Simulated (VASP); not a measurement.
Write the native input for VASP 6.6.1 that does the following.

| Quantity | Value |
| --- | --- |
| Task | relaxation of cell and atoms |
| Functional | LDA |
| Potentials or basis | VASP PAW LDA potentials, release 64 (Cd, Te) |
| Cutoff | 600 eV |
| k mesh | 8 × 8 × 8 |
| Occupations | gaussian, width 0.03 eV |
| Spin | no spin polarisation |
| Further INCAR settings | ALGO = Normal; EDIFF = 1e-06; IBRION = 2; EDIFFG = -0.01; NSW = 90; ISIF = 3 |

The structure of CdTe lies in POSCAR:

```
CdTe
1.0
    0.0000000000      3.2050000000      3.2050000000
    3.2050000000      0.0000000000      3.2050000000
    3.2050000000      3.2050000000      0.0000000000
Cd Te
1 1
Direct
    0.0000000000      0.0000000000      0.0000000000
    0.2500000000      0.2500000000      0.2500000000
```

These files were run (other wordings do the same):

INCAR

```
SYSTEM = CdTe
  ALGO = Normal
  EDIFF = 1E-6
  EDIFFG = -0.01
  ENCUT = 600
  GGA = CA
  IBRION = 2
  ISIF = 3
  ISMEAR = 0
  LASPH = .True.
  LCHARG = .False.
  LREAL = .False.
  LWAVE = .False.
  NELM = 80
  NSW = 90
  PREC = Accurate
  SIGMA = 0.03
```

KPOINTS

```
k-points
0
Gamma
  8 8 8
  0 0 0
```

Potentials or basis: VASP PAW LDA potentials, release 64 (Cd, Te).

Command:

```sh
$ cat potpaw_LDA.64/Cd/POTCAR potpaw_LDA.64/Te/POTCAR > POTCAR
$ mpirun -np 1 vasp_std > vasp.out
```

It gave:

| Item | Value |
| --- | --- |
| Relaxed volume | 33.12 Å³/atom |
| Relaxed cell | a = 4.542 Å, b = 4.542 Å, c = 4.542 Å, α = 60.00°, β = 60.00°, γ = 60.00° |
| Space group after relaxing (to 0.05 Å) | F-43m (No. 216) |
| Energy gained by relaxing | 0.1 meV/atom |
| Ionic steps | 2 |
| Pressure after relaxing | 0.0 GPa |
| Band gap on the k mesh | 0.63 eV, direct |

Caveat: spin-orbit coupling is left out, which moves the levels of the heavy elements.

It took 80 s on 1 thread of AMD EPYC 7R43 64-Core Processor (Zen 3) (shared host), peak memory 0.16 GiB.
